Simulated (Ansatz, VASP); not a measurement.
# CdGeAs2 in two plane-wave programs

Aim: how closely do two programs agree when they are given the same cell, functional and k mesh?

Main program and level: Ansatz 0.2.0; plane waves, with VASP 6.6.1 beside it; band structure at LDA, band structure at PBE and band structure at LDA, spin-orbit coupling.

### 1. Starting point

Symmetry: I-42d, No. 122, tetragonal system. Conventional cell: a = 5.943 Å, b = 5.943 Å, c = 11.215 Å, α = 90.00°, β = 90.00°, γ = 90.00°. Nearest to Cd lie 4 As at 2.63 Å. Nearest to As lie 2 Ge at 2.43 Å and 2 Cd at 2.63 Å. Ge has 4 As at 2.43 Å nearest. Farther neighbours are not listed.

Coordinates:

```xyz
8
Lattice="-2.9716 2.9716 5.6073 2.9716 -2.9716 5.6073 2.9716 2.9716 -5.6073" Properties=species:S:1:pos:R:3 pbc="T T T"
Cd    0.0000    0.0000    5.6073
Cd    2.9716    0.0000    2.8037
As    1.4858    1.3147   -1.4018
As    1.6568   -1.4858    7.0091
As    1.4858    1.6568    4.2055
As    1.3147    4.4573    1.4018
Ge    0.0000    2.9715    2.8037
Ge    0.0000    0.0000    0.0000
```

### 2. VASP: band structure, LDA

Levels along a path test the potential and the projectors away from the mesh points.

Lines of VASP's logs that name or quote its potential files are left out, and so is its time.

INCAR

```
SYSTEM = CdGeAs2
PREC = Accurate
ENCUT = 360
EDIFF = 1E-06
NELM = 100
ISMEAR = 0
SIGMA = 0.03
LREAL = .FALSE.
ALGO = Normal
GGA = CA
NBANDS = 56
LORBIT = 11
LWAVE = .FALSE.
LCHARG = .FALSE.
KPAR = 4
```

POSCAR

```
CdGeAs2
1.0
   -2.9715500000      2.9715500000      5.6073000000
    2.9715500000     -2.9715500000      5.6073000000
    2.9715500000      2.9715500000     -5.6073000000
Cd As Ge
2 4 2
Direct
    0.5000000000      0.5000000000      0.0000000000
    0.2500000000      0.7500000000      0.5000000000
    0.0962175700      0.1250000000      0.4712175700
    0.3750000000      0.9037824300      0.0287824300
    0.6537824300      0.6250000000      0.5287824300
    0.8750000000      0.3462175700      0.9712175700
    0.7500000000      0.2500000000      0.5000000000
    0.0000000000      0.0000000000      0.0000000000
```

KPOINTS

```
Automatic mesh
0
Gamma
6 6 6
0 0 0
```

KPOINTS_OPT

```
Line mode
8
Line-mode
Reciprocal
  0.00000000   0.00000000   0.00000000 GAMMA
  0.00000000   0.00000000   0.50000000 X

  0.00000000   0.00000000   0.50000000 X
 -0.14041985   0.14041985   0.50000000 Y

 -0.14041985   0.14041985   0.50000000 Y
 -0.32020992   0.32020992   0.32020992 S

 -0.32020992   0.32020992   0.32020992 S
  0.00000000   0.00000000   0.00000000 GAMMA

  0.00000000   0.00000000   0.00000000 GAMMA
  0.50000000   0.50000000  -0.50000000 Z

  0.50000000   0.50000000  -0.50000000 Z
  0.32020992   0.67979008  -0.32020992 S1

  0.32020992   0.67979008  -0.32020992 S1
  0.00000000   0.50000000   0.00000000 N

  0.00000000   0.50000000   0.00000000 N
  0.25000000   0.25000000   0.25000000 P

  0.25000000   0.25000000   0.25000000 P
  0.50000000   0.50000000  -0.14041985 Y1

  0.50000000   0.50000000  -0.14041985 Y1
  0.50000000   0.50000000  -0.50000000 Z

  0.00000000   0.00000000   0.50000000 X
  0.25000000   0.25000000   0.25000000 P
```

PAW data sets: Cd, As and Ge_d (LDA family, release 64).

Started as:

```sh
$ mpirun -np 4 vasp_std
```

Numbers of over 12 decimals in the logs are rounded to 6 here.

Log:

```text
[banner, memory and clock lines left out]
running    4 mpi-ranks, on    1 nodes
 distrk:  each k-point on    1 cores,    4 groups
 distr:  one band on    1 cores,    1 groups

 POSCAR found type information on POSCAR CdAsGe
 POSCAR found :  3 types and       8 ions
 LDA part: xc-table for (Slater(with rela. corr.)+CA(PZ))
 , standard interpolation
 POSCAR, INCAR and KPOINTS ok, starting setup
 FFT: planning ... GRIDC
 FFT: planning ... GRID_SOFT
 FFT: planning ... GRID
 WAVECAR not read
 entering main loop
       N       E                     dE             d eps       ncg     rms          rms(c)
DAV:   1     0.595280547649E+03    0.59528E+03   -0.25831E+04  4432   0.170E+03
DAV:   2     0.559413205824E+02   -0.53934E+03   -0.50596E+03  3432   0.609E+02
DAV:   3    -0.315032940182E+02   -0.87445E+02   -0.86182E+02  3840   0.134E+02
DAV:   4    -0.363390249310E+02   -0.48357E+01   -0.48259E+01  3944   0.368E+01
DAV:   5    -0.364285537880E+02   -0.89529E-01   -0.89518E-01  3856   0.510E+00    0.911E+00
DAV:   6    -0.355134735360E+02    0.91508E+00   -0.10697E+00  3896   0.840E+00    0.706E+00
DAV:   7    -0.353841175880E+02    0.12936E+00   -0.60713E-01  4072   0.282E+00    0.249E+00
DAV:   8    -0.353712168248E+02    0.12901E-01   -0.70150E-02  3832   0.177E+00    0.478E-01
DAV:   9    -0.353695920847E+02    0.16247E-02   -0.80080E-03  3920   0.749E-01    0.103E-01
DAV:  10    -0.353693446377E+02    0.24745E-03   -0.79296E-04  3840   0.216E-01    0.515E-02
DAV:  11    -0.353693691665E+02   -0.24529E-04   -0.27639E-04  3808   0.751E-02    0.248E-02
DAV:  12    -0.353693629943E+02    0.61722E-05   -0.43305E-05  3544   0.449E-02    0.141E-02
DAV:  13    -0.353693635305E+02   -0.53627E-06   -0.35846E-06  3368   0.118E-02
   1 F= -.35369364E+02 E0= -.35369364E+02  d E =-.358567E-08
 Start KPOINTS_OPT (optional k-point list driver)
k-point batch [1-30\88]
       N       E                     dE             ncg
DAV:   1     0.212407959212E+03   -0.32961E+05     4432
DAV:   2    -0.159194010650E+05   -0.16132E+05     3400
DAV:   3    -0.185328354509E+05   -0.26134E+04     3784
DAV:   4    -0.186760108214E+05   -0.14318E+03     3912
DAV:   5    -0.186785775763E+05   -0.25668E+01     3808
DAV:   6    -0.186786353845E+05   -0.57808E-01     4008
DAV:   7    -0.186786377453E+05   -0.23609E-02     3824
DAV:   8    -0.186786378837E+05   -0.13840E-03     4048
DAV:   9    -0.186786378890E+05   -0.52904E-05     2832
DAV:  10    -0.186786378893E+05   -0.28675E-06     2368
[...]
k-point batch [61-88\88]
       N       E                     dE             ncg
DAV:   1     0.269114848928E+04   -0.38844E+05     4176
DAV:   2    -0.122444858049E+05   -0.14936E+05     3168
DAV:   3    -0.146595381896E+05   -0.24151E+04     3544
DAV:   4    -0.147907951303E+05   -0.13126E+03     3648
DAV:   5    -0.147931704301E+05   -0.23753E+01     3616
DAV:   6    -0.147932230577E+05   -0.52628E-01     3712
DAV:   7    -0.147932251878E+05   -0.21300E-02     3632
DAV:   8    -0.147932253122E+05   -0.12443E-03     3768
DAV:   9    -0.147932253171E+05   -0.48983E-05     2648
DAV:  10    -0.147932253174E+05   -0.27448E-06     2240
```

OUTCAR, selected parts (step 2):

```text
ion  position               nearest neighbor table
   1  0.500  0.500  0.000-   5 2.63   4 2.63   6 2.63   3 2.63
   2  0.250  0.750  0.500-   4 2.63   3 2.63   5 2.63   6 2.63
   3  0.096  0.125  0.471-   7 2.43   8 2.43   2 2.63   1 2.63
   4  0.375  0.904  0.029-   7 2.43   8 2.43   1 2.63   2 2.63
   5  0.654  0.625  0.529-   8 2.43   7 2.43   2 2.63   1 2.63
   6  0.875  0.346  0.971-   7 2.43   8 2.43   1 2.63   2 2.63
   7  0.750  0.250  0.500-   4 2.43   3 2.43   5 2.43   6 2.43
   8  0.000  0.000  0.000-   5 2.43   4 2.43   3 2.43   6 2.43

  LATTYP: Found a body centered tetragonal cell.
 ALAT       =     5.9431000000
 C/A-ratio  =     1.8869950026

 Subroutine GETGRP returns: Found  8 space group operations
 (whereof  4 operations were pure point group operations)

The static configuration has the point symmetry S_4 .
 The point group associated with its full space group is D_2d.

 Found     30 irreducible k-points:

   k-points           NKPTS =     30   k-points in BZ     NKDIM =     30   number of bands    NBANDS=     56

   dimension x,y,z NGX =    48 NGY =   48 NGZ =   48
   dimension x,y,z NGXF=    96 NGYF=   96 NGZF=   96

   ENCUT  =  360.0 eV  26.46 Ry    5.14 a.u.  10.84 10.84 10.84*2*pi/ulx,y,z

   NELECT =      72.0000    total number of electrons

 k-points in reciprocal lattice and weights: Automatic mesh
   0.00000000  0.00000000  0.00000000       0.005
   0.16666667  0.00000000 -0.00000000       0.037
   0.33333333  0.00000000 -0.00000000       0.037
   0.50000000 -0.00000000  0.00000000       0.019
   0.16666667  0.16666667 -0.00000000       0.037
   0.33333333  0.16666667 -0.00000000       0.074
   0.50000000  0.16666667  0.00000000       0.074
  -0.33333333  0.16666667  0.00000000       0.074
  -0.16666667  0.16666667  0.00000000       0.019
[...]
-0.33333333 -0.33333333  0.33333333       0.009
   0.50000000  0.50000000  0.50000000       0.005

 average (electrostatic) potential at core
       1 -39.2347       2 -39.2347       3 -54.7454       4 -54.7454       5 -54.7454
       6 -54.7454       7 -77.3387       8 -77.3387

 E-fermi :   2.9881

 k-point     1 :       0.0000    0.0000    0.0000
  band No.  band energies     occupation
    ...
     32       0.7846      2.00000
     33       0.7846      2.00000
     34       2.7309      2.00000
     35       2.8494      2.00000
     36       2.8494      2.00000
     37       3.0863      0.00000
     38       4.1828      0.00000
     39       4.6175      0.00000
     40       5.8631      0.00000
     41       5.8631      0.00000
    ...

 k-point     2 :       0.1667    0.0000   -0.0000
  band No.  band energies     occupation
    ...
     32       0.7583      2.00000
     33       0.9214      2.00000
     34       1.3899      2.00000
     35       2.5175      2.00000
     36       2.8810      2.00000
     37       4.0114      0.00000
     38       4.6226      0.00000
     39       5.0573      0.00000
     40       5.5609      0.00000
     41       5.9304      0.00000
    ...

 k-point     3 :       0.3333    0.0000   -0.0000
  band No.  band energies     occupation
    ...
     32       0.1384      2.00000
     33       0.7879      2.00000
     34       1.4716      2.00000
     35       1.9293      2.00000
     36       2.5600      2.00000
     37       4.5973      0.00000
     38       4.8838      0.00000
     39       5.6207      0.00000
     40       5.8743      0.00000
     41       6.0390      0.00000
    ...

  Total       -1.7084882     -1.7084882     -1.2828740      0.0000000      0.0000000      0.0000000
  in kB      -13.8211029    -13.8211029    -10.3780255      0.0000000      0.0000000      0.0000000
  external PRESSURE =     -12.6734104 kB  Pullay stress =       0.0000000 kB

  energy-cutoff  :      360.00
  volume of cell :      198.05
      direct lattice vectors                 reciprocal lattice vectors
    -2.971550000  2.971550000  5.607300000     0.000000000  0.168262355  0.089169476
     2.971550000 -2.971550000  5.607300000     0.168262355  0.000000000  0.089169476
     2.971550000  2.971550000 -5.607300000     0.168262355  0.168262355  0.000000000

 POSITION                                       TOTAL-FORCE (eV/Angst)
 -----------------------------------------------------------------------------------
      0.00000      0.00000      5.60730        -0.000000     -0.000000     -0.000000
      2.97155      0.00000      2.80365        -0.000000     -0.000000      0.000000
      1.48578      1.31472     -1.40183        -0.000000      0.231631     -0.000000
      1.65683     -1.48578      7.00913        -0.231631     -0.000000     -0.000000
      1.48578      1.65683      4.20548        -0.000000     -0.231631     -0.000000
      1.31472      4.45733      1.40182         0.231631     -0.000000     -0.000000
      0.00000      2.97155      2.80365        -0.000000     -0.000000      0.000000
      0.00000      0.00000      0.00000        -0.000000     -0.000000     -0.000000
 -----------------------------------------------------------------------------------
    total drift:                               -0.000001     -0.000001      0.000002

  FREE ENERGIE OF THE ION-ELECTRON SYSTEM (eV)
  ---------------------------------------------------
  free  energy   TOTEN  =       -35.3693635305 eV

  energy  without entropy=      -35.3693635270  energy(sigma->0) =      -35.36936353

 total charge
# of ion       s       p       d       tot
------------------------------------------
    1        0.509   0.364   9.489  10.362
    2        0.509   0.364   9.489  10.362
    3        1.239   1.534   0.033   2.806
    4        1.239   1.534   0.033   2.806
    5        1.239   1.534   0.033   2.806
    6        1.239   1.534   0.033   2.806
    7        1.139   1.179  10.058  12.377
    8        1.139   1.179  10.058  12.377
--------------------------------------------------
tot          8.251   9.225  39.224  56.700

[... 3 further parts left out ...]
```

The run ends at a pressure of -1.27 GPa, with forces up to 0.23 eV/Å.

### 3. Ansatz: band structure, LDA

Ansatz runs on its default PAW (the set named soft_2) files.

The same cell, functional (in two slightly different forms), mesh and smearing now go to Ansatz, which takes its cutoff from its data sets.

input.yaml

```yaml
crystal:
  lattice:
    - [-2.97155, 2.97155, 5.6073]
    - [2.97155, -2.97155, 5.6073]
    - [2.97155, 2.97155, -5.6073]
  atoms:
    - { symbol: Cd, position: [0.5, 0.5, 0.0] }
    - { symbol: Cd, position: [0.25, 0.75, 0.5] }
    - { symbol: As, position: [0.09621757, 0.125, 0.47121757] }
    - { symbol: As, position: [0.375, 0.90378243, 0.02878243] }
    - { symbol: As, position: [0.65378243, 0.625, 0.52878243] }
    - { symbol: As, position: [0.875, 0.34621757, 0.97121757] }
    - { symbol: Ge, position: [0.75, 0.25, 0.5] }
    - { symbol: Ge, position: [0.0, 0.0, 0.0] }
hamiltonian:
  xc: lda
  pseudopotentials: { kind: paw }
kpoints:
  mp_grid: { grid: [6, 6, 6] }
  band_path:
    path:
      - [0.0, 0.0, 0.0]
      - [0.0, 0.0, 0.21429]
      - [0.0, 0.0, 0.42857]
      - [-0.02006, 0.02006, 0.5]
      - [-0.08024, 0.08024, 0.5]
      - [-0.14042, 0.14042, 0.5]
      - [-0.19179, 0.19179, 0.44863]
      - [-0.26884, 0.26884, 0.37158]
      - [-0.32021, 0.32021, 0.32021]
      - [-0.18298, 0.18298, 0.18298]
      - [-0.04574, 0.04574, 0.04574]
      - [0.07143, 0.07143, -0.07143]
      - [0.28571, 0.28571, -0.28571]
      - [0.5, 0.5, -0.5]
      - [0.44863, 0.55137, -0.44863]
      - [0.37158, 0.62842, -0.37158]
      - [0.32021, 0.67979, -0.32021]
      - [0.18298, 0.60274, -0.18298]
      - [0.04574, 0.52568, -0.04574]
      - [0.03571, 0.46429, 0.03571]
      - [0.14286, 0.35714, 0.14286]
      - [0.25, 0.25, 0.25]
      - [0.32143, 0.32143, 0.13845]
      - [0.42857, 0.42857, -0.02887]
      - [0.5, 0.5, -0.14042]
      - [0.5, 0.5, -0.29453]
      - [0.5, 0.5, -0.44863]
      - [0.03571, 0.03571, 0.46429]
      - [0.14286, 0.14286, 0.35714]
      - [0.25, 0.25, 0.25]
    npoints: 1
scf:
  occupations: { method: gaussian, width: 0.03 }
  n_extra_bands: 10
output:
  forces: true
  stress: true
  eigenvalues: true
  write_density: true
  write_potential: true
  elf: true
  volumetric_format: npy
```

Started as:

```sh
$ ansatz run input.yaml --threads 4 --pin off --max-ram 9216MiB --backend cpu --events-out ev --progress --plain --runs-dir out
```

Log:

```text
scf.n_extra_bands = 10 over 64 filled bands (N_el = 128.0): the run solves 74 bands
Engine: ansatz 0.2.0, x86_64-unknown-linux-gnu
Pseudopotentials: kind: paw
Pseudopotential: Cd, paw, valence charge 20, recommended cutoff 420 eV (normal), Cd.paw.azcp
Pseudopotential: As, paw, valence charge 15, recommended cutoff 420 eV (normal), As.paw.azcp
Pseudopotential: Ge, paw, valence charge 14, recommended cutoff 420 eV (normal), Ge.paw.azcp
Functional definition: SPW92
  exchange = slater_x
  correlation = pw_c
Crystal: 8 atoms, lattice volume = 198.052 Å³
Basis set: ecut = 420 eV, 3831 PW (Γ)
Bands: 74, of which v1, the nominal top of the filled ones, is band 64 counted from 1 (63 counted from 0)
Symmetry: 8 space group operations
Space group: I-42d (ITA 122), of the structure as read, at distance tolerance 5.8e-5 Å
k-points: 30 of 216 (time reversal used)
Non-local potential: Cd, projectors of the file, l = 0: 3, l = 1: 2, l = 2: 2, l = 3: 1
Non-local potential: As, projectors of the file, l = 0: 2, l = 1: 2, l = 2: 3, l = 3: 1
Non-local potential: Ge, projectors of the file, l = 0: 2, l = 1: 2, l = 2: 3, l = 3: 1
PAW form: soft (Blöchl's): semilocal exchange-correlation on the pseudo side does not see the compensation charge
PAW frozen core: Cd, regenerated for the run's functional, and the local potential with it (the file was generated under x = pbe(κ = 0.804, μ = 0.219515), c = pbe(β = 0.066725))
PAW frozen core: As, regenerated for the run's functional, and the local potential with it (the file was generated under x = pbe(κ = 0.804, μ = 0.219515), c = pbe(β = 0.066725))
PAW frozen core: Ge, regenerated for the run's functional, and the local potential with it (the file was generated under x = pbe(κ = 0.804, μ = 0.219515), c = pbe(β = 0.066725))
PAW one-centre angular grid: Cd, 590 points (default); XC on 64 Gauss nodes
PAW one-centre angular grid: As, 590 points (default); XC on 64 Gauss nodes
PAW one-centre angular grid: Ge, 590 points (default); XC on 64 Gauss nodes
Initial density: superposition of atomic densities (neutral atoms: chi_scale 0, normalization atom), corrected by the library's trained network
Initial wavefunctions: pseudopotential atomic-orbital guess
Functional: x = slater, c = lda
SCF iter   1: F=—  HF=-43762.298392 eV  |F-HF|=—  |Δ(HF+E_count)|=         —  Δρ=6.19e-3  dr2=4.95e-2  ethr=1.77e-3  ⟨swp⟩=6.0  Hψ=7389  notcnv=0  defer=3
preconditioner: auto → Resta (q_TF=auto, 2.537 Å⁻¹)  ε∞=4.8  [insulator: Δε(μ)=0.210 eV  Ē_g=9.815 eV  σ=0.030 eV  W_gap=1.00  n_scr=60 (ndim 8)  ℏωp=19.0 eV  f_vac=0.119  D(μ)=0.00/eV (n_scr^D=0)  ε∞_Penn≈4.8]
SCF iter   2: F=—  HF=-43762.285283 eV  |F-HF|=—  |Δ(HF+E_count)|=   1.31e-2  Δρ=2.67e-3  dr2=9.18e-3  ethr=3.87e-5  ⟨swp⟩=2.0  Hψ=4608  notcnv=0  defer=132
SCF iter   3: F=—  HF=-43762.283519 eV  |F-HF|=—  |Δ(HF+E_count)|=   1.76e-3  Δρ=9.89e-4  dr2=1.54e-3  ethr=7.17e-6  ⟨swp⟩=1.4  Hψ=2102  notcnv=0  defer=132
SCF iter   4: F=—  HF=-43762.283314 eV  |F-HF|=—  |Δ(HF+E_count)|=   2.05e-4  Δρ=1.45e-4  dr2=4.49e-5  ethr=1.21e-6  ⟨swp⟩=2.0  Hψ=2398  notcnv=0  defer=132
SCF iter   5: F=—  HF=-43762.283342 eV  |F-HF|=—  |Δ(HF+E_count)|=   2.85e-5  Δρ=7.72e-5  dr2=1.28e-5  ethr=3.51e-8  ⟨swp⟩=2.0  Hψ=3768  notcnv=0  defer=132
SCF iter   6: F=—  HF=-43762.283344 eV  |F-HF|=—  |Δ(HF+E_count)|=   1.33e-6  Δρ=2.20e-5  dr2=1.31e-6  ethr=1.00e-8  ⟨swp⟩=2.0  Hψ=3768  notcnv=0  defer=132
SCF iter   7: F=-43762.283344 eV  HF=-43762.283344 eV  |F-HF|=9.37e-9  |Δ(HF+E_count)|=   2.45e-7  Δρ=4.31e-6  dr2=3.91e-8  ethr=7.81e-11  ⟨swp⟩=10.5  Hψ=14732  notcnv=0
SCF 1 converged in 7 iterations: F = -43762.283344 eV  dr2 = 3.91e-8
  greatest PAW one-centre occupation: 1.000 electrons in one spin orbital (limit 2), on the Cd atom at site 1 (counted from 0), in its partial waves of l = 0
NSCF: frozen V_eff on 30 k-points
SCF converged after 7 iterations
Free energy (F): -43762.283344 eV
Harris-Foulkes:  -43762.283344 eV  (|F-HF|=9.37e-9)
Internal energy: -43762.283344 eV  (E = F + TS)
E sigma→0 (E₀):  -43762.283344 eV
Fermi energy:    8.486778 eV
--- Per-component energies (eV) ---
  E_band       = -2336.594722
  E_kinetic    = 1648.728991
  E_local      = -19914.100766  (includes V_loc(G=0)·N_el)
  E_nonlocal   = -1737.417366
  E_hartree    = 9682.536683
  E_xc         = -817.445543
  E_vxc        = -891.606146  (∫ρ·V_xc dr)
  E_paw        = -18791.112777  (= ΣΔE_a)
  E_vpaw       = -807.281890  (= ΣTr[D̂ρ^β])
  E_aug_tail   = 0.000550  (compensation charges beyond the density's cutoff)
  E_ewald      = -13847.123825
  E_core_change = 13.650710  (= ΣΔE_core)
  E_smearing   = -0.000000  (= −TS)
  E_closure    = 0.000000  (closes the sum)
  Σ components = -43762.283344   (vs F -43762.283344, Δ=0.00e0)
--- Forces (eV/Å), atoms counted from 1 ---
  atom   1  Cd    -0.00000000     0.00000000     0.00000000
  atom   2  Cd    -0.00000000    -0.00000000     0.00000000
  atom   3  As     0.00000000     0.24186229    -0.00000000
  atom   4  As    -0.24186229     0.00000000    -0.00000000
  atom   5  As     0.00000000    -0.24186229    -0.00000000
  atom   6  As     0.24186229     0.00000000    -0.00000000
  atom   7  Ge    -0.00000000    -0.00000000     0.00000000
  atom   8  Ge    -0.00000000     0.00000000     0.00000000
  max |Σ_I F_I| component: 6.94e-18 eV/Å
--- Stress (GPa, compression-positive) ---
       -1.472133       0.000000       0.000000
        0.000000      -1.472133       0.000000
        0.000000       0.000000      -1.107947
  P = ⅓ Tr σ = -1.3507 GPa (-13.507 kbar)
--- Band table (eV; the first three rows and the last of 30) ---
  k-point 0: bands = [... 60 lower, 6.2883, 8.1901, 8.3459, 8.3459, 8.5848, 9.6889, 10.1150, 11.3699, ... 6 higher]
  k-point 1: bands = [... 60 lower, 6.3969, 6.7743, 7.9444, 8.2337, 9.6389, 9.9945, 11.1951, 11.2326, ... 6 higher]
  k-point 2: bands = [... 60 lower, 6.8427, 6.8956, 7.4896, 7.9887, 9.9212, 9.9879, 10.7435, 11.2046, ... 6 higher]
  k-point 29: bands = [... 60 lower, 6.5877, 6.5877, 7.4630, 7.4630, 9.8170, 9.8170, 10.0325, 10.0325, ... 6 higher]
```

It took 9.7 s on 4 threads of INTEL XEON PLATINUM 8581C at 2.10GHz (Emerald Rapids), shared host; peak memory 1 GiB.

[end of part 1 of 3]

[Lines on the potential files, build, host, timing and source positions are cut from VASP's logs without a mark.]

[Logs are printed without paths, hosts, clocks, repeated set-up lines and the standing remarks that a program may print on its own settings, such as how far it seeks lower states.]

[Hosts, paths, dates, database ids (printed as entryN), source tags and the programs' standing remarks are cut or masked in the printed files.]
